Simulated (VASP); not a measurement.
OSZICAR of a VASP run on KI (rock salt):

File OSZICAR:
```
       N       E                     dE             d eps       ncg     rms          rms(c)
DAV:   1     0.641800195526E+02    0.64180E+02   -0.67230E+03   480   0.116E+03
DAV:   2    -0.304172420812E+02   -0.94597E+02   -0.89015E+02   576   0.252E+02
DAV:   3    -0.364620121515E+02   -0.60448E+01   -0.60153E+01   648   0.592E+01
DAV:   4    -0.367812516794E+02   -0.31924E+00   -0.31878E+00   860   0.111E+01
DAV:   5    -0.367828713823E+02   -0.16197E-02   -0.16196E-02   620   0.935E-01    0.309E+00
DAV:   6    -0.340347509850E+02    0.27481E+01   -0.11612E+00   760   0.114E+01    0.240E+00
DAV:   7    -0.333548373739E+02    0.67991E+00   -0.31475E-01   724   0.538E+00    0.101E+00
DAV:   8    -0.340906938387E+02   -0.73586E+00   -0.35951E-01   516   0.494E+00    0.572E-01
DAV:   9    -0.333906586844E+02    0.70004E+00   -0.23566E-01   480   0.466E+00    0.376E-01
DAV:  10    -0.334174404775E+02   -0.26782E-01   -0.52311E-02   480   0.302E+00    0.300E-01
DAV:  11    -0.334001909072E+02    0.17250E-01   -0.13284E-02   480   0.134E+00    0.148E-01
DAV:  12    -0.333990696783E+02    0.11212E-02   -0.19895E-03   568   0.692E-01    0.776E-02
DAV:  13    -0.334264820874E+02   -0.27412E-01   -0.87391E-03   480   0.109E+00    0.326E-02
DAV:  14    -0.334264631096E+02    0.18978E-04   -0.19146E-03   508   0.593E-01    0.206E-02
DAV:  15    -0.334268374739E+02   -0.37436E-03   -0.52700E-05   796   0.787E-02    0.209E-02
DAV:  16    -0.334268448613E+02   -0.73874E-05   -0.10824E-05   576   0.443E-02    0.984E-03
DAV:  17    -0.334273727103E+02   -0.52785E-03   -0.37301E-04   492   0.221E-01    0.154E-02
DAV:  18    -0.334273780948E+02   -0.53845E-05   -0.27355E-05   540   0.776E-02    0.755E-03
DAV:  19    -0.334273961563E+02   -0.18062E-04   -0.21241E-05   560   0.556E-02    0.290E-03
DAV:  20    -0.334273966681E+02   -0.51181E-06   -0.16291E-06   576   0.178E-02    0.221E-03
DAV:  21    -0.334273976530E+02   -0.98484E-06   -0.10890E-06   520   0.160E-02    0.122E-03
DAV:  22    -0.334273977197E+02   -0.66759E-07   -0.20579E-07   456   0.710E-03
   1 F= -.33427398E+02 E0= -.33427398E+02  d E =-.783840E-12
```

Problem. Which electronic solver shows in the log?

Solution. It is blocked Davidson (ALGO = Normal, or the opening steps of other solvers). The INCAR had ALGO = Normal.

Problem. Can the final energy be trusted as converged?

Solution. The run converged. It stopped with EDIFF = 1E-7, NELM = 100 (r2SCAN+rVV10, plane waves, VASP's PBE PAW potentials (set 64)).

The compound is KI in the rock salt structure. This cell is one point of a volume scan, at 1.06 of the reference volume.
